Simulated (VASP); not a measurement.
Set up this calculation in VASP 6.6.1, as the native input.

```yaml
Task: single point
Functional: PBE
Potentials_or_basis: VASP PAW PBE potentials, release 64 (Cu, Pt, Ni, Si)
Cutoff: 520 eV
k_mesh: 1 × 1 × 1, shifted
Occupations: fermi-dirac, width 0.2128 eV
Spin: no spin polarisation
Dipole_correction: no
Further_INCAR_settings: LREAL = Auto; ALGO = Normal; EDIFF = 1e-07; NBANDS = 114; ISYM = 0
```

The structure of Cu7Si2Ni4Pt7 lies in POSCAR:

```
Cu7Si2Ni4Pt7
1.0
    6.3918180000      0.0201270000      0.0956380000
    0.0201270000      6.3566260000      0.0266190000
    0.0956380000      0.0266190000      6.4557280000
Cu Pt Ni Si
7 7 4 2
Direct
    0.5927599387      0.6418873800      0.7413694048
    0.6855234856      0.1563275272      0.3855082839
    0.8888913774      0.8933451334      0.6167918246
    0.1396248436      0.7780578914      0.2744561785
    0.0874954519      0.1466557582      0.4756817946
    0.7067289007      0.7436745635      0.2983809089
    0.1882659007      0.3876623797      0.0708520311
    0.8755651819      0.3480511821      0.7070252840
    0.9587460233      0.0649516488      0.1475629859
    0.3948960050      0.0753642030      0.1659670011
    0.3990933269      0.4429469038      0.3814058939
    0.2274017976      0.5668056729      0.7240845566
    0.6348459785      0.4210570515      0.0603048150
    0.4308221267      0.2048603029      0.7274321125
    0.1644863382      0.9012004557      0.9153662919
    0.4171652059      0.8667166975      0.4991480469
    0.7338205221     -0.0087829672      0.8855115437
    0.9108798473      0.6187737729     -0.0282028403
    0.4417254356      0.7396888289      0.0443724528
    0.9553454166      0.4325116192      0.2918276062
```

The cell was built by a generator and needn't be a form met in nature.

These files were run (other wordings do the same):

INCAR

```
PREC = Accurate
ENCUT = 520
EDIFF = 1E-7
ISMEAR = -1
SIGMA = 0.2128
LREAL = Auto
LASPH = T
NELM = 100
ALGO = Normal
ISIF = 2
LWAVE = F
LCHARG = T
GGA = PE
LELF = T
LVHAR = T
ISYM = 0
NBANDS = 114
```

KPOINTS

```
Automatic mesh
0
Gamma
  1 1 1
  0.25 0.25 0.25
```

Potentials or basis: VASP PAW PBE potentials, release 64 (Cu, Pt, Ni, Si).

The run is started by

```bash
$ cat potpaw_PBE.64/Cu/POTCAR potpaw_PBE.64/Pt/POTCAR potpaw_PBE.64/Ni/POTCAR potpaw_PBE.64/Si/POTCAR > POTCAR
$ mpirun -np 1 vasp_std > vasp.out
```

Results of the run:

The pressure is 18.3 GPa, the largest force is 3.882 eV/Å and the band gap on the k mesh is none (metal or under the smearing width).

Caveat: so large a pressure means that the cell lies far from this level's equilibrium, or that cutoff or potentials fall short.

It took 120 s on 1 thread of Intel(R) Xeon(R) Platinum 8488C (Sapphire Rapids), with other jobs on the host, peak memory 0.34 GiB.
